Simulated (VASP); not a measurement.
OSZICAR of a VASP run on La (dhcp):

File OSZICAR:
```
       N       E                     dE             d eps       ncg     rms          rms(c)
DAV:   1     0.564930369944E+03    0.56493E+03   -0.14737E+04  1248   0.223E+03
DAV:   2     0.114052668342E+03   -0.45088E+03   -0.44545E+03  1904   0.446E+02
DAV:   3    -0.290213136608E+01   -0.11695E+03   -0.11581E+03  2274   0.275E+02
DAV:   4    -0.172872546208E+02   -0.14385E+02   -0.14207E+02  2304   0.963E+01
DAV:   5    -0.192512578639E+02   -0.19640E+01   -0.18991E+01  2448   0.329E+01    0.487E+00
DAV:   6    -0.194912030141E+02   -0.23995E+00   -0.26813E+00  2416   0.117E+01    0.247E+00
DAV:   7    -0.195228984690E+02   -0.31695E-01   -0.38512E-01  2400   0.441E+00    0.634E-01
DAV:   8    -0.195330594760E+02   -0.10161E-01   -0.55922E-02  2440   0.152E+00    0.237E-01
DAV:   9    -0.195355045745E+02   -0.24451E-02   -0.86122E-03  2456   0.502E-01    0.176E-01
DAV:  10    -0.195368581063E+02   -0.13535E-02   -0.51126E-03  2024   0.501E-01    0.292E-02
DAV:  11    -0.195368330803E+02    0.25026E-04   -0.43221E-04  2312   0.203E-01    0.300E-02
DAV:  12    -0.195368382313E+02   -0.51510E-05   -0.47056E-05  2024   0.434E-02    0.174E-02
DAV:  13    -0.195368391514E+02   -0.92004E-06   -0.15177E-05  2112   0.394E-02    0.203E-03
DAV:  14    -0.195368382354E+02    0.91591E-06    0.16738E-07  1248   0.140E-02
   1 F= -.19536838E+02 E0= -.19537142E+02  d E =-.195368E+02
```

Question: Which electronic solver shows in the log?

Answer: It is blocked Davidson (ALGO = Normal, or the opening steps of other solvers). The INCAR had ALGO = Normal.

Question: Can the final energy be trusted as converged?

Answer: The run converged. It stopped with EDIFF = 1E-6, NELM = 100, NSW = 40 and EDIFFG = -0.02 after 1 ionic step (PBE GGA, plane waves, VASP's PBE PAW potentials (set 64)).

The compound is La in the dhcp structure. It was relaxed first.
